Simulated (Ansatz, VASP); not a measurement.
# Cd8Se5S3: VASP beside Ansatz

Aim: how closely do two programs agree when they are given the same cell, functional and k mesh? The cell is taken from a series of runs on this material, whose earlier steps may have relaxed, scaled, displaced or heated it; both programs get it as it stands.

Program: Ansatz 0.2.0. Level of theory: plane waves, with VASP 6.6.1 beside it; relaxation of cell and atoms at PBEsol. Results are calculated unless marked as measured.

## (1) The structure

The structure is monoclinic, space group Cm (No. 8). Conventional cell: a = 14.698 Å, b = 8.486 Å, c = 6.883 Å, α = 90.00°, β = 90.00°, γ = 90.00°. Nearest to Cd lie 4 Se at 2.59 Å. Nearest to Cd lie 3 Se at 2.59 Å and 1 S at 2.59 Å. Cd has 3 Se at 2.59 Å and 1 S at 2.59 Å nearest. Cd has 2 Se at 2.59 Å and 2 S at 2.59 Å nearest. Nearest to Cd lie 2 S at 2.59 Å and 2 Se at 2.59 Å. Nearest to Cd lie 3 S at 2.59 Å and 1 Se at 2.59 Å. Farther neighbours and most contacts between anions are not listed.

## (2) Ansatz: relaxation of cell and atoms, PBEsol

Ansatz runs on its PAW soft_1 files.

The relaxed volume is the usual yardstick between codes: in a stiff, nearly cubic crystal its relative difference is about their pressure difference at one cell divided by the bulk modulus.

The input, input.yaml:

```yaml
crystal:
  lattice:
    - [8.48570175, 0.0, 0.0]
    - [-4.24285088, 7.34883329, 0.0]
    - [0.0, 0.0, 6.8833485]
  atoms:
    - { symbol: Cd, position: [0.16666667, 0.33333333, 0.0] }
    - { symbol: Cd, position: [0.33333333, 0.16666667, 0.5] }
    - { symbol: Cd, position: [0.16666667, 0.83333333, 0.0] }
    - { symbol: Cd, position: [0.33333333, 0.66666667, 0.5] }
    - { symbol: Cd, position: [0.66666667, 0.33333333, 0.0] }
    - { symbol: Cd, position: [0.83333333, 0.16666667, 0.5] }
    - { symbol: Cd, position: [0.66666667, 0.83333333, 0.0] }
    - { symbol: Cd, position: [0.83333333, 0.66666667, 0.5] }
    - { symbol: Se, position: [0.33333333, 0.16666667, 0.12335304] }
    - { symbol: Se, position: [0.16666667, 0.33333333, 0.62335304] }
    - { symbol: Se, position: [0.33333333, 0.66666667, 0.12335304] }
    - { symbol: Se, position: [0.16666667, 0.83333333, 0.62335304] }
    - { symbol: Se, position: [0.83333333, 0.16666667, 0.12335304] }
    - { symbol: S, position: [0.66666667, 0.33333333, 0.62335304] }
    - { symbol: S, position: [0.83333333, 0.66666667, 0.12335304] }
    - { symbol: S, position: [0.66666667, 0.83333333, 0.62335304] }
kpoints:
  mp_grid: { grid: [4, 4, 4] }
scf:
  occupations: { method: fermi_dirac, width: 0.02 }
hamiltonian:
  xc: pbesol
  pseudopotentials: { kind: paw, azcp: { folder: soft_1 }, xc_functional: pbe }
basis:
  ecutwfc: 600
output:
  forces: true
  stress: true
relax:
  f_tol: 0.005
  max_steps: 70
  cell: { stress_tol: 0.02, p_target: 0 }
```

Run with:

```
ansatz run input.yaml --threads 4 --pin off --max-ram 10240MiB --backend cpu --events-out ev --progress --plain --runs-dir out
```

Numbers of over 12 decimals in the logs are rounded to 6 here.

Output:

```text
Engine: ansatz 0.2.0, aarch64-unknown-linux-gnu
Pseudopotentials: kind: paw
Pseudopotential: Cd, paw, valence charge 20, recommended cutoff 420 eV (normal), soft_1/Cd.paw.azcp
Pseudopotential: Se, paw, valence charge 16, recommended cutoff 420 eV (normal), soft_1/Se.paw.azcp
Pseudopotential: S, paw, valence charge 6, recommended cutoff 420 eV (normal), soft_1/S.paw.azcp
Functional definition: PBEsol
  exchange = pbesol_x
  correlation = pbesol_c
Crystal: 16 atoms, lattice volume = 429.246 Å³
Basis set: ecut = 600 eV, 14283 PW (Γ), exchange–correlation on 144×144×120 points (8 copies of the dense FFT grid, shifted against one another)
Bands: 155, of which v1, the nominal top of the filled ones, is band 129 counted from 1 (128 counted from 0)
Symmetry: 2 space group operations
Space group: Cm (ITA 8), of the structure as read, at distance tolerance 7.5e-5 Å
k-points: 24 of 64 (time reversal used)
Non-local potential: Cd, projectors of the file, l = 0: 3, l = 1: 2, l = 2: 2, l = 3: 1
Non-local potential: Se, projectors of the file, l = 0: 2, l = 1: 2, l = 2: 3, l = 3: 1
Non-local potential: S, projectors of the file, l = 0: 2, l = 1: 2, l = 2: 1
PAW form: soft (Blöchl's): semilocal exchange-correlation on the pseudo side does not see the compensation charge
PAW frozen core: Cd, regenerated for the run's functional, and the local potential with it (the file was generated under x = pbe(κ = 0.804, μ = 0.219515), c = pbe(β = 0.066725))
PAW frozen core: Se, regenerated for the run's functional, and the local potential with it (the file was generated under x = pbe(κ = 0.804, μ = 0.219515), c = pbe(β = 0.066725))
PAW frozen core: S, regenerated for the run's functional, and the local potential with it (the file was generated under x = pbe(κ = 0.804, μ = 0.219515), c = pbe(β = 0.066725))
PAW one-centre angular grid: Cd, 590 points (default); XC on 64 Gauss nodes
PAW one-centre angular grid: Se, 590 points (default); XC on 64 Gauss nodes
PAW one-centre angular grid: S, 110 points (default); XC on 64 Gauss nodes
Initial density: superposition of atomic densities (chi_scale 0.1, normalization cell, long waves kept (reshape's long-wave potential 0.09 eV rms))
Initial wavefunctions: pseudopotential atomic-orbital guess
Functional: x = pbesol(κ = 0.804, μ = 0.123457), c = pbesol(β = 0.046)
SCF iter   1: F=—  HF=-95261.734953 eV  |F-HF|=—  |Δ(HF+E_count)|=         —  Δρ=4.48e-2  dr2=1.06e1  ethr=3.10e-3  ⟨swp⟩=6.0  Hψ=13395  notcnv=0  defer=84
preconditioner: auto → Resta (q_TF=auto, 2.506 Å⁻¹)  ε∞=4.1  [insulator: Δε(μ)=0.201 eV  Ē_g=12.139 eV  σ=0.020 eV  W_gap=0.99  n_scr=130 (ndim 8)  ℏωp=21.5 eV  f_vac=0.127  D(μ)=0.02/eV (n_scr^D=0)  ε∞_Penn≈4.1]
SCF iter   2: F=—  HF=-95258.476669 eV  |F-HF|=—  |Δ(HF+E_count)|=    3.26e0  Δρ=1.79e-2  dr2=1.20e0  ethr=3.10e-3  ⟨swp⟩=3.0  Hψ=6151  notcnv=0  defer=455
SCF iter   3: F=—  HF=-95258.080934 eV  |F-HF|=—  |Δ(HF+E_count)|=   3.96e-1  Δρ=7.55e-3  dr2=1.81e-1  ethr=4.63e-4  ⟨swp⟩=3.0  Hψ=6588  notcnv=0  defer=455
SCF iter   4: F=—  HF=-95258.044822 eV  |F-HF|=—  |Δ(HF+E_count)|=   3.61e-2  Δρ=1.39e-3  dr2=1.54e-2  ethr=7.01e-5  ⟨swp⟩=3.0  Hψ=6196  notcnv=0  defer=455
SCF iter   5: F=—  HF=-95258.046301 eV  |F-HF|=—  |Δ(HF+E_count)|=   1.48e-3  Δρ=5.92e-4  dr2=2.15e-3  ethr=5.95e-6  ⟨swp⟩=2.0  Hψ=5762  notcnv=0  defer=455
SCF iter   6: F=—  HF=-95258.047484 eV  |F-HF|=—  |Δ(HF+E_count)|=   1.18e-3  Δρ=2.63e-4  dr2=4.65e-4  ethr=8.34e-7  ⟨swp⟩=2.0  Hψ=5593  notcnv=0  defer=455
SCF iter   7: F=—  HF=-95258.047942 eV  |F-HF|=—  |Δ(HF+E_count)|=   4.58e-4  Δρ=8.87e-5  dr2=5.33e-5  ethr=1.80e-7  ⟨swp⟩=2.0  Hψ=4993  notcnv=0  defer=455
SCF iter   8: F=—  HF=-95258.047868 eV  |F-HF|=—  |Δ(HF+E_count)|=   7.35e-5  Δρ=2.53e-5  dr2=3.96e-6  ethr=2.06e-8  ⟨swp⟩=2.0  Hψ=5918  notcnv=0  defer=455
SCF iter   9: F=—  HF=-95258.047877 eV  |F-HF|=—  |Δ(HF+E_count)|=   8.93e-6  Δρ=1.07e-5  dr2=5.05e-7  ethr=1.53e-9  ⟨swp⟩=2.0  Hψ=6187  notcnv=0  defer=455
SCF iter  10: F=-95258.047878 eV  HF=-95258.047878 eV  |F-HF|=1.62e-8  |Δ(HF+E_count)|=   2.44e-7  Δρ=4.12e-6  dr2=8.73e-8  ethr=3.88e-11  ⟨swp⟩=5.0  Hψ=12033  notcnv=0
SCF 1 converged in 10 iterations: F = -95258.047878 eV  dr2 = 8.73e-8
  greatest PAW one-centre occupation: 1.000 electrons in one spin orbital (limit 2), on the Cd atom at site 0 (counted from 0), in its partial waves of l = 0
relax step   1: F+E_penalty+E_count = -95258.04787764 eV  Δ(F+E_penalty+E_count) = +0.000e0 eV  max|allowed force component| = 4.914e-1 eV/Å  Δτ_max = 0.0000 Å  P = +0.139 GPa  Ω = 429.246 Å³  (10 SCF iters, dr2 threshold 1.00e-7 eV, accepted)
[...]
relax step   3: F+E_penalty+E_count = -95258.23222499 eV  Δ(F+E_penalty+E_count) = -8.282e-3 eV  max|allowed force component| = 4.024e-2 eV/Å  Δτ_max = 0.0271 Å  P = +0.014 GPa  Ω = 428.484 Å³  energy of the carried Pulay correction = +1.599e-5 eV  (6 SCF iters, dr2 threshold 5.05e-7 eV, accepted)
[...]
relax step   4: F+E_penalty+E_count = -95258.23270273 eV  Δ(F+E_penalty+E_count) = -4.777e-4 eV  max|allowed force component| = 2.950e-3 eV/Å  Δτ_max = 0.0067 Å  P = +0.006 GPa  Ω = 428.541 Å³  energy of the carried Pulay correction = +1.479e-5 eV  (5 SCF iters, dr2 threshold 1.01e-7 eV, accepted)
[...]
relax step   5: F+E_penalty+E_count = -95258.23268686 eV  Δ(F+E_penalty+E_count) = +1.587e-5 eV  max|allowed force component| = 2.960e-3 eV/Å  Δτ_max = 0.0000 Å  P = +0.006 GPa  Ω = 428.541 Å³  stress off target by 1.39e-2 GPa  SCF on the basis re-selected at this cell (its energy is not comparable with the rows above)  (6 SCF iters)
basis re-selected at this cell: Δ(F+E_penalty+E_count) = +1.587e-5 eV, ΔP = +0.000 GPa vs the last step (what re-selecting the basis moved, of the pressure what is left beyond the Pulay correction that the steps carried, after the strain that the cell walked since its last selection, with what the two solves' SCF thresholds leave and, on support functions, any second-order correction that the steps lacked; it is no m [...]
SCF converged after 6 iterations
Free energy (F): -95258.232687 eV
Harris-Foulkes:  -95258.232687 eV  (|F-HF|=1.46e-11)
Internal energy: -95258.232687 eV  (E = F + TS)
E sigma→0 (E₀):  -95258.232687 eV
Fermi energy:    7.484759 eV
--- Per-component energies (eV) ---
  E_band       = -6021.554321
  E_kinetic    = 4394.940631
  E_local      = -45864.656945  (includes V_loc(G=0)·N_el)
  E_nonlocal   = -674.660870
  E_hartree    = 21907.312827
  E_xc         = -1929.985172
  E_vxc        = -2263.711104  (∫ρ·V_xc dr)
  E_paw        = -44445.605825  (= ΣΔE_a)
  E_vpaw       = -5428.091269  (= ΣTr[D̂ρ^β])
  E_aug_tail   = -0.000586  (compensation charges beyond the density's cutoff)
  E_ewald      = -28653.540540
  E_core_change = 7.963794  (= ΣΔE_core)
  E_smearing   = -0.000000  (= −TS)
  E_closure    = 0.000000  (closes the sum)
  Σ components = -95258.232687   (vs F -95258.232687, Δ=0.00e0)
--- Forces (eV/Å), atoms counted from 1 ---
  atom   1  Cd    -0.00036222    -0.00020913     0.00296013
  atom   2  Cd    -0.00153108    -0.00101787     0.00185348
  atom   3  Cd     0.00019500     0.00011258     0.00292007
  atom   4  Cd    -0.00164704    -0.00081702     0.00185348
  atom   5  Cd     0.00027941    -0.00028312     0.00004640
  atom   6  Cd     0.00076608     0.00044230     0.00171224
  atom   7  Cd    -0.00010548     0.00038354     0.00004640
  atom   8  Cd     0.00058347     0.00033687     0.00025267
  atom   9  Se    -0.00036421    -0.00109769    -0.00199091
  atom  10  Se    -0.00073410    -0.00042383    -0.00252155
  atom  11  Se    -0.00113273     0.00023343    -0.00199091
  atom  12  Se     0.00037571     0.00021692    -0.00043669
  atom  13  Se     0.00077438     0.00044709     0.00064575
  atom  14  S      0.00125759    -0.00052172    -0.00186826
  atom  15  S      0.00146775     0.00084741    -0.00161396
  atom  16  S      0.00017697     0.00134997    -0.00186826
  max |Σ_I F_I| component: 4.79e-7 eV/Å
--- Stress (GPa, compression-positive) ---
        0.001094      -0.000467       0.000356
       -0.000467       0.001633       0.000206
        0.000356       0.000206       0.013869
  P = ⅓ Tr σ = 0.0055 GPa (0.055 kbar)
--- Relaxed structure (4 steps of the walk, 4 accepted, 1 SCFs on fresh bases) ---
  F+E_penalty+E_count = -95258.23268686 eV   max|allowed force component| = 2.960e-3 eV/Å   (the final SCF, on the basis selected at the relaxed cell)
  cell:  # Å, volume = 428.5412 Å³
    - [8.471435, 0.00456422, 0.0016666]
    - [-4.231765, 7.329631, 2.168404344971009e-19]
    - [0.00135189, 0.000780517, 6.899513]
  atoms:
    - { symbol: Cd, position: [0.166088, 0.333044, 0.00739771] }
    - { symbol: Cd, position: [0.342903, 0.171068, 0.507505] }
    - { symbol: Cd, position: [0.156490, 0.828245, 0.00556779] }
    - { symbol: Cd, position: [0.342903, 0.671835, 0.507505] }
    - { symbol: Cd, position: [0.672006, 0.342993, -0.012413] }
    - { symbol: Cd, position: [0.823593, 0.161797, 0.506285] }
    - { symbol: Cd, position: [0.672006, 0.829013, -0.012413] }
    - { symbol: Cd, position: [0.824215, 0.662108, 0.488644] }
    - { symbol: Se, position: [0.338381, 0.167386, 0.126024] }
    - { symbol: Se, position: [0.164476, 0.332238, 0.626321] }
    - { symbol: Se, position: [0.338381, 0.670995, 0.126024] }
    - { symbol: Se, position: [0.160944, 0.830472, 0.623945] }
    - { symbol: Se, position: [0.827474, 0.163737, 0.123962] }
    - { symbol: S, position: [0.670294, 0.337906, 0.620787] }
    - { symbol: S, position: [0.829551, 0.664775, 0.120896] }
    - { symbol: S, position: [0.670294, 0.832388, 0.620787] }
```

[end of part 1 of 2]

[Lines on the potential files, build, host, timing and source positions are cut from VASP's logs without a mark.]

[Logs are printed without paths, hosts, clocks, repeated set-up lines and the standing remarks that a program may print on its own settings, such as how far it seeks lower states.]

[Hosts, paths, dates, database ids (printed as entryN), source tags and the programs' standing remarks are cut or masked in the printed files.]
